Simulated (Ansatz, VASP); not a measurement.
**TiZn2 (Zn-Ti-Zn stack, (111) layers) in two plane-wave programs**

Wanted: the spread between two codes on one cell, functional and k mesh. The cell is taken from a series of runs on this material, whose earlier steps may have relaxed, scaled, displaced or heated it; both programs get it as it stands.

Main program and level: Ansatz 0.2.0; plane waves, with VASP 6.6.1 beside it; PBEsol.

## (1) Set-up

The cell holds 3 atoms: 2 Zn and 1 Ti. Cell: a = 2.604 Å, b = 2.604 Å, c = 33.345 Å, α = 90.0°, β = 90.0°, γ = 120.0°. It derives from TiZn2. Vacuum lies along c.

## (2) Ansatz: zone-centre phonons, PBEsol

Ansatz runs on its PAW soft_1 files.

Second derivatives magnify differences that forces hide, and they need a tight electronic threshold.

Input file input.yaml:

```yaml
crystal:
  lattice:
    - [2.6037466464, 2.5718e-06, 0.0]
    - [-1.3018755504, 2.2549094549, 0.0]
    - [0.0, 0.0, 33.3453454395]
  atoms:
    - { symbol: Zn, position: [0.0, 0.0, 0.1626476788] }
    - { symbol: Ti, position: [0.3333333333, 0.6666666667, 0.2365048224] }
    - { symbol: Zn, position: [0.6666666667, 0.3333333333, 0.310361966] }
  periodic: [true, true, false]
kpoints:
  mp_grid: { grid: [8, 8, 1] }
hamiltonian:
  xc: pbesol
  pseudopotentials: { kind: paw, azcp: { folder: soft_1 }, xc_functional: pbe }
scf:
  occupations: { method: methfessel_paxton, width: 0.2 }
output:
  eigenvalues: true
phonons:
  method: dfpt
  qmesh: [2, 2, 1]
  temperatures: { t_max: 1000, t_step: 50 }
  qpath:
    path:
      - [0.0, 0.0, 0.0]
      - [0.5, 0.0, 0.0]
      - [0.33333333, 0.33333333, 0.0]
      - [0.0, 0.0, 0.0]
    npoints: 10
```

Command:

```sh
$ ansatz run input.yaml --threads 4 --pin off --max-ram 20480MiB --backend cpu --events-out ev --progress --plain --runs-dir out
```

Numbers of over 12 decimals in the logs are rounded to 6 here.

The log of the run:

```text
Warning: crystal.symmetry: narrowed to the stabiliser of the run's FFT grids — unitary ops 12 → 6. A phonons.method: dfpt run fills in the rows of the dynamical matrix that it does not solve by its symmetry operations, which is exact only for operations that map its FFT grids onto themselves: filled in by any other, the frequencies could depend on the order in which like atoms are typed, or, by more than the grids' own error, on where the crystal sits among the grids' points. Excluded: 6 operations. The run can therefore solve more perturbations, solve them on more k-points, or both, and cost more. [rest of the remark cut]
Engine: ansatz 0.2.0, aarch64-unknown-linux-gnu
Pseudopotentials: kind: paw
Pseudopotential: Zn, paw, valence charge 12, recommended cutoff 420 eV (normal), soft_1/Zn.paw.azcp
Pseudopotential: Ti, paw, valence charge 12, recommended cutoff 420 eV (normal), soft_1/Ti.paw.azcp
Functional definition: PBEsol
  exchange = pbesol_x
  correlation = pbesol_c
Crystal: 3 atoms, lattice volume = 195.778 Å³
Basis set: ecut = 420 eV, 3921 PW (Γ), exchange–correlation on 36×36×450 points (8 copies of the dense FFT grid, shifted against one another)
Bands: 22, of which v1, the nominal top of the filled ones, is band 18 counted from 1 (17 counted from 0)
Symmetry: 12 space group operations
k-points: 10 of 64 (irreducible under 6 space group operations, time reversal used)
Non-local potential: Zn, projectors of the file, l = 0: 2, l = 1: 2, l = 2: 3, l = 3: 1
Non-local potential: Ti, projectors of the file, l = 0: 3, l = 1: 2, l = 2: 3, l = 3: 1
PAW form: soft (Blöchl's): semilocal exchange-correlation on the pseudo side does not see the compensation charge
PAW frozen core: Zn, regenerated for the run's functional, and the local potential with it (the file was generated under x = pbe(κ = 0.804, μ = 0.219515), c = pbe(β = 0.066725))
PAW frozen core: Ti, regenerated for the run's functional, and the local potential with it (the file was generated under x = pbe(κ = 0.804, μ = 0.219515), c = pbe(β = 0.066725))
PAW one-centre angular grid: Zn, 590 points (default); XC on 64 Gauss nodes
PAW one-centre angular grid: Ti, 590 points (default); XC on 64 Gauss nodes
Initial density: superposition of atomic densities (neutral atoms: chi_scale 0, normalization atom)
Initial wavefunctions: pseudopotential atomic-orbital guess
Functional: x = pbesol(κ = 0.804, μ = 0.123457), c = pbesol(β = 0.046)
SCF iter   1: F=—  HF=-9038.990141 eV  |F-HF|=—  |Δ(HF+E_count)|=         —  Δρ=7.07e-2  dr2=5.56e1  ethr=3.10e-3  ⟨swp⟩=15.9  Hψ=2055  notcnv=0
preconditioner: auto → LDOS  [metal: Δε(μ)=0.100 eV  Ē_g=5.457 eV  σ=0.200 eV  W_gap=0.39  n_scr=20 (ndim 8)  ℏωp=14.0 eV  f_vac=0.728  D(μ)=4.36/eV (n_scr^D=20)  β→1.0]
SCF iter   2: F=—  HF=-9036.402622 eV  |F-HF|=—  |Δ(HF+E_count)|=    2.59e0  S|Δr|=    0.00e0  Δρ=6.00e-2  dr2=1.09e1  ethr=3.10e-3  ⟨swp⟩=4.3  Hψ=740  notcnv=0
SCF iter   3: F=—  HF=-9035.340366 eV  |F-HF|=—  |Δ(HF+E_count)|=    1.06e0  S|Δr|=    0.00e0  Δρ=3.43e-2  dr2=5.79e0  ethr=3.10e-3  ⟨swp⟩=3.4  Hψ=668  notcnv=0
SCF iter   4: F=—  HF=-9034.829337 eV  |F-HF|=—  |Δ(HF+E_count)|=   5.11e-1  S|Δr|=    0.00e0  Δρ=1.51e-2  dr2=3.21e-1  ethr=3.10e-3  ⟨swp⟩=3.0  Hψ=582  notcnv=0
SCF iter   5: F=—  HF=-9034.780674 eV  |F-HF|=—  |Δ(HF+E_count)|=   4.87e-2  S|Δr|=    0.00e0  Δρ=5.51e-3  dr2=3.99e-2  ethr=8.91e-4  ⟨swp⟩=3.0  Hψ=545  notcnv=0
SCF iter   6: F=—  HF=-9034.792106 eV  |F-HF|=—  |Δ(HF+E_count)|=   1.14e-2  S|Δr|=    0.00e0  Δρ=1.02e-3  dr2=9.93e-4  ethr=1.11e-4  ⟨swp⟩=3.3  Hψ=467  notcnv=0
SCF iter   7: F=—  HF=-9034.793432 eV  |F-HF|=—  |Δ(HF+E_count)|=   1.33e-3  S|Δr|=    0.00e0  Δρ=1.80e-4  dr2=3.88e-5  ethr=2.76e-6  ⟨swp⟩=2.9  Hψ=476  notcnv=0
SCF iter   8: F=—  HF=-9034.793459 eV  |F-HF|=—  |Δ(HF+E_count)|=   2.69e-5  S|Δr|=    0.00e0  Δρ=5.11e-5  dr2=7.59e-6  ethr=1.08e-7  ⟨swp⟩=3.2  Hψ=521  notcnv=0
SCF iter   9: F=—  HF=-9034.793453 eV  |F-HF|=—  |Δ(HF+E_count)|=   5.60e-6  S|Δr|=    0.00e0  Δρ=1.25e-5  dr2=5.37e-7  ethr=2.11e-8  ⟨swp⟩=2.7  Hψ=439  notcnv=0
SCF iter  10: F=—  HF=-9034.793441 eV  |F-HF|=—  |Δ(HF+E_count)|=   1.22e-5  S|Δr|=    0.00e0  Δρ=6.17e-6  dr2=1.03e-7  ethr=1.49e-9  ⟨swp⟩=3.3  Hψ=510  notcnv=0
SCF iter  11: F=—  HF=-9034.793441 eV  |F-HF|=—  |Δ(HF+E_count)|=   2.88e-8  S|Δr|=    0.00e0  Δρ=2.09e-6  dr2=6.55e-9  ethr=2.85e-10  ⟨swp⟩=3.1  Hψ=475  notcnv=0
SCF iter  12: F=—  HF=-9034.793441 eV  |F-HF|=—  |Δ(HF+E_count)|=   3.50e-8  S|Δr|=    0.00e0  Δρ=4.47e-7  dr2=2.33e-10  ethr=1.82e-11  ⟨swp⟩=3.6  Hψ=530  notcnv=0
SCF iter  13: F=—  HF=-9034.793441 eV  |F-HF|=—  |Δ(HF+E_count)|=   3.97e-9  S|Δr|=    0.00e0  Δρ=9.86e-8  dr2=1.75e-11  ethr=1.00e-12  ⟨swp⟩=3.7  Hψ=535  notcnv=0
SCF iter  14: F=-9034.793441 eV  HF=-9034.793441 eV  |F-HF|=3.24e-10  |Δ(HF+E_count)|=  8.22e-10  S|Δr|=    0.00e0  Δρ=5.86e-8  dr2=3.78e-12  ethr=1.00e-12  ⟨swp⟩=15.9  Hψ=1968  notcnv=0
SCF 1 converged in 14 iterations: F = -9034.793441 eV  dr2 = 3.78e-12
  greatest PAW one-centre occupation: 0.998 electrons in one spin orbital (limit 2), on the Ti atom at site 1 (counted from 0), in its partial waves of l = 0
phonons: the bands overlap, so this run is a metal and interpolates without the dipole-dipole term. If the crystal is really an insulator or semiconductor, its LO-TO splitting is missing
NSCF: frozen V_eff on 10 k-points
WARN: eigensolver did not converge in 5 slots of this pass, the one above among them; of largest residual over every band (k=8): 1 band(s) unlocked (lowest unlocked band 21, counted from 0; max residual 1.05e-4 eV among the unlocked bands, 1.05e-4 eV over every band); of lowest unlocked band (k=2): band 21
NSCF: frozen V_eff on 34 k-points
DFPT response loops at q = (0, 0, 0) (fractional): preconditioner auto → none (partly filled bands, converged f_vac=0.728); β = 0.50; Broyden in place of MSR1
NSCF: frozen V_eff on 68 k-points
DFPT response loops at q = (0, -0.5, 0) (fractional): mixed as the last ones told, above
SCF converged after 14 iterations
Stability not checked: this state was not tested for a lower state beside it, because cold or Methfessel-Paxton smearing, or corrected tetrahedra, fill the levels in a way that the test cannot read (fill_not_monotonic; see scf.lower_state_search)
Free energy (F): -9034.793441 eV
Harris-Foulkes:  -9034.793441 eV  (|F-HF|=3.24e-10)
Internal energy: -9034.794978 eV  (E = F + TS)
E sigma→0 (E₀):  -9034.793825 eV
Entropy (-TS):   0.001537 eV (0.512 meV/atom)
Fermi energy:    -4.979818 eV
--- Per-component energies (eV) ---
  E_band       = -650.952269
  E_kinetic    = 581.412536
  E_local      = -123638.366393  (includes V_loc(G=0)·N_el)
  E_nonlocal   = 1697.973745
  E_hartree    = 60982.276669
  E_xc         = -271.930919
  E_vxc        = -249.233408  (∫ρ·V_xc dr)
  E_paw        = -4733.740237  (= ΣΔE_a)
  E_vpaw       = -1007.291698  (= ΣTr[D̂ρ^β])
  E_aug_tail   = -0.000587  (compensation charges beyond the density's cutoff)
  E_ewald      = 56345.846112
  E_core_change = 1.734096  (= ΣΔE_core)
  E_smearing   = 0.001537  (= −TS)
  E_closure    = -0.000000  (closes the sum)
  Σ components = -9034.793441   (vs F -9034.793441, Δ=0.00e0)
--- Band table (eV; the first three rows and the last of 10) ---
  k-point 0: bands = [... 14 lower, -11.6996, -11.6996, -8.7051, -6.2641, -6.1112, -3.7714, -3.7714, -1.4023]
  k-point 1: bands = [... 14 lower, -11.7205, -11.6716, -8.1333, -5.9321, -5.6571, -4.1947, -3.3170, -1.8293]
  k-point 2: bands = [... 14 lower, -11.3006, -10.9597, -6.9033, -5.4453, -5.0142, -4.1724, -2.1047, -1.8850]
  k-point 9: bands = [... 14 lower, -6.2820, -5.9119, -5.0511, -4.8976, -4.5500, -3.1379, -2.1074, -1.8970]
--- Phonons (Γ-DFPT): 6 representative perturbations + reference (Σ response iterations 30) ---
  ASR residual: 8.679e-5 → 0.000e0 eV/Å²; symmetrization residual: 1.850e-5 eV/Å²
  The last average, over the group as it would stand without the narrowing to the FFT grids, took up to 3.440e-6 eV/Å² of the zone centre's force constants
  ASR residual per site (eV/Å²): 7.95e-5 1.63e-5 8.68e-5
  Γ frequencies (cm⁻¹): 0.00 0.00 0.00 55.30 55.30 87.67 100.38 100.38 170.00
--- Phonons (arbitrary-q DFPT): 2 irreducible q on the 2×2×1 mesh ---
  q = [0.0000, 0.0000, 0.0000] (star 1, of the zone-centre solve; hermiticity 4.97e-6, symmetrization 2.48e-6, taken by the last average 9.24e-7): -0.00 0.00 0.00 55.30 55.30 87.67 100.38 100.38 170.00
  q = [0.0000, -0.5000, 0.0000] (star 3, 9 solved perturbations in 267 linear systems a pass and spin channel, the states on 34 of 64 k-point pairs; hermiticity 2.51e-6, symmetrization 1.70e-7, taken by the last average 6.32e-7): -212.14 -172.08 -148.46 83.99 89.53 127.61 133.30 203.14 211.21
  sum rule: each row above includes the acoustic sum rule's correction from the zone centre's row sums; it moved no ω² by more than (0.60 cm⁻¹)²
  mesh force constants: q→R imaginary residual 2.70e-17; ASR residual 8.679e-5 → 0.000e0 eV/Å²; symmetrization residual 7.105e-15 eV/Å²
  interpolated dispersion: 31 rows × 9 modes
  density of states and harmonic sums: on the 28×28×1 q-mesh, interpolated from the force constants of a 2×2×1 supercell (no non-analytic term)
  largest difference from the sums on the solved wave vectors: F 2.12e-3 eV, S 7.94e-6 and C_V 6.47e-6 eV/K
  zero-point energy: 0.048623 eV/cell   skipped modes (ω ≤ 0): 235, of them read as no rigid motion or as one in doubt: 232 (2.950e0 modes/cell left out, lowest -214.72 cm⁻¹)   left out of the sums: 3.28e-1 of the cell's modes: C_V's classical limit lies that fraction below 3 k_B per atom; for a crystal, a wire or a layer, F and S can be off by more, and a phonons.interpolated_qmesh denser along its periods is the remedy for the sampling
```

(Continued in part 2 of 2.)

[Lines on the potential files, build, host, timing and source positions are cut from VASP's logs without a mark.]

[Logs are printed without paths, hosts, clocks, repeated set-up lines and the standing remarks that a program may print on its own settings, such as how far it seeks lower states.]

[Hosts, paths, dates, database ids (printed as entryN), source tags and the programs' standing remarks are cut or masked in the printed files.]
